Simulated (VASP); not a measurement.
A run of VASP 6.6.1 is set up as follows.

Contents of INCAR:

```
SYSTEM = GaP
  PREC = Accurate
  ENCUT = 520
  EDIFF = 1E-6
  ISMEAR = 0
  SIGMA = 0.02
  LREAL = .False.
  LASPH = .True.
  NELM = 100
  ALGO = Fast
  ISIF = 2
  LWAVE = .False.
  LCHARG = .False.
  NBANDS = 16
```

The input KPOINTS:

```
regular mesh
0
Gamma
  8 8 8
  0 0 0
```

POSCAR

```
GaP
1.0
    0.0000000000      2.6957401219      2.6957401219
    2.6957401219      0.0000000000      2.6957401219
    2.6957401219      2.6957401219      0.0000000000
Ga P
1 1
Direct
    0.0000000000      0.0000000000      0.0000000000
    0.2500000000      0.2500000000      0.2500000000
```

Potentials or basis: VASP PAW LDA potentials, release 64 (Ga_d, P).

The run is started by

```console
$ cat potpaw_LDA.64/Ga_d/POTCAR potpaw_LDA.64/P/POTCAR > POTCAR
$ mpirun -np 1 vasp_std > vasp.out
```

Question: Estimate the pressure.

Answer: 0.1 GPa.

Question: Predict the band gap on the k mesh.

Answer: 1.43 eV, indirect (least direct gap 1.91 eV).

A k mesh can miss the band edges.
